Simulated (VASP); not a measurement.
```xyz
6
Lattice="4.6825 -2.4050 0.0000 4.6825 2.4050 0.0000 -4.2662 0.0000 8.0422" Properties=species:S:1:pos:R:3 pbc="T T T"
Ba     3.6159     1.7205     2.0105
Ba     1.4828    -1.7205     6.0316
S     -1.0098    -0.7041     7.8785
S      6.1086     0.7041     0.1636
S      3.9755    -0.7041     4.1847
S      1.1233     0.7041     3.8574
```

These are r2SCAN meta-GGA, VASP's PBE PAW potentials (set 64) (plane waves; VASP 6.6.1) values and carry that method's errors. Run with 400 eV cut-off, 6×6×3 Γ-centred mesh, tetrahedra with Blöchl corrections, potentials Ba_sv S.

Unless said otherwise, spin-orbit coupling is left out, though it shifts the bands of the heavy elements here.

### Question
Tabulate the total density of states (states/eV per cell) against energy (eV; zero at the valence-band maximum or, without a gap, the Fermi level).

### Answer

(E (eV), DOS (states/eV)): (-9.92, 5.13); (-9.71, 0.00); (-9.40, 0.00); (-9.19, 0.00); (-8.87, 0.00); (-8.66, 0.00); (-8.34, 0.00); (-8.13, 0.00); (-7.82, 0.00); (-7.61, 0.00); (-7.29, 0.00); (-7.08, 0.00); (-6.76, 0.00); (-6.55, 0.00); (-6.24, 0.00); (-6.03, 0.00); (-5.71, 0.00); (-5.50, 0.00); (-5.18, 0.00); (-4.97, 0.28); (-4.76, 3.32); (-4.45, 2.06); (-4.24, 1.56); (-3.92, 1.56); (-3.71, 3.57); (-3.39, 6.66); (-3.18, 7.58); (-2.87, 12.5); (-2.65, 5.46); (-2.34, 0.00); (-2.13, 0.00); (-1.81, 0.00); (-1.60, 0.00); (-1.29, 0.00); (-1.07, 4.15); (-0.76, 4.51); (-0.55, 8.47); (-0.23, 8.66); (-0.02, 0.93); (0.29, 0.00); (0.51, 0.00); (0.72, 0.00); (1.03, 0.00); (1.24, 0.00); (1.56, 0.00); (1.77, 0.00); (2.09, 1.64); (2.30, 1.61); (2.61, 1.63); (2.82, 2.40); (3.14, 1.96); (3.35, 1.77); (3.67, 2.50); (3.88, 3.72); (4.19, 4.27); (4.40, 7.47); (4.72, 2.03); (4.93, 1.16); (5.25, 0.00); (5.46, 0.00)
Within 2 eV below the valence-band maximum the largest weight inside VASP's projection spheres is S p.

The structure comes from a computed database's BaS2 entry (C2/c); how it stands against other phases isn't given here. It was relaxed first.
